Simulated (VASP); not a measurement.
Be3CdTe4:

```
CELL_PARAMETERS angstrom
-3.17122 3.17122 5.30734
3.17122 -3.17122 5.30734
3.17122 3.17122 -5.30734
ATOMIC_POSITIONS crystal
Be 0.79038 0.79038 0.00000
Be 0.20962 0.20962 0.00000
Be 0.50000 0.50000 0.00000
Cd 0.00000 0.00000 0.00000
Te 0.50000 0.80271 0.30271
Te 0.50000 0.19729 0.69729
Te 0.80271 0.50000 0.30271
Te 0.19729 0.50000 0.69729
```

The cell was built by a generator and needn't be a form met in nature.

| Property | Result |
| --- | --- |
| Program | VASP 6.6.1 |
| Task | relaxation of cell and atoms |
| Functional | PBE |
| Potentials or basis | VASP PAW PBE potentials, release 64 (Be, Cd, Te) |
| Cutoff | 520 eV |
| k mesh | 3 × 3 × 3 |
| Occupations | gaussian, width 0.15 eV |
| Spin | no spin polarisation |

At the start: pressure 30.1 GPa; volume 26.69 Å³/atom.

Q: Where does the relaxation end?

A: Over 23 steps the energy falls by 1487.5 meV/atom and the volume is 33.89 Å³/atom (+27.0 %); space group I4/mmm (No. 139, to 0.05 Å).

The path:
```tsv
step	energy change (eV)	largest force (eV/Å)	pressure (GPa)	volume (Å³)
1	0.0000	3.8763	30.11	213.50
2	-8.0939	1.5710	-3.15	397.45
3	-9.2670	1.7730	0.58	307.04
4	-9.2703	1.6977	-0.64	322.68
5	-9.2863	1.7020	-0.18	317.08
6	-9.9745	1.5588	-1.40	319.34
7	-10.6744	1.3675	-2.01	322.59
8	-11.2310	0.9571	-0.10	326.45
9	-11.3574	0.2074	-0.73	325.38
10	-11.4506	0.2945	-0.61	326.10
11	-11.5147	0.4090	-0.17	313.50
12	-11.5324	0.6220	0.33	302.84
13	-11.5664	0.5739	0.28	299.23
14	-11.6519	0.6768	0.19	288.57
15	-11.7074	1.3434	0.53	267.93
16	-11.7124	1.1146	0.34	274.34
17	-11.7852	0.9424	0.23	271.31
18	-11.8611	0.6204	0.28	265.00
19	-11.8616	0.5854	0.29	264.25
20	-11.8818	0.4300	0.15	266.22
21	-11.8997	0.1346	-0.11	270.20
22	-11.8999	0.1138	-0.07	270.52
23	-11.8998	0.0685	-0.06	271.15
```

Final structure:
```
Be Cd Te
1.0
    -3.92497    3.92497    4.40018
     3.92497   -3.92497    4.40018
     3.92497    3.92497   -4.40018
Be Cd Te
3 1 4
Direct
  0.72735 0.72735 0.00000
  0.27265 0.27265 0.00000
  0.50000 0.50000 0.00000
  0.00000 0.00000 0.00000
  0.50000 0.79911 0.29911
  0.50000 0.20089 0.70089
  0.79911 0.50000 0.29911
  0.20089 0.50000 0.70089
```

Caveat: the k mesh is coarse (spacing up to 0.47 Å⁻¹), so the values aren't converged; the volume moved by over 15 % at a fixed basis, so the end points are rough.
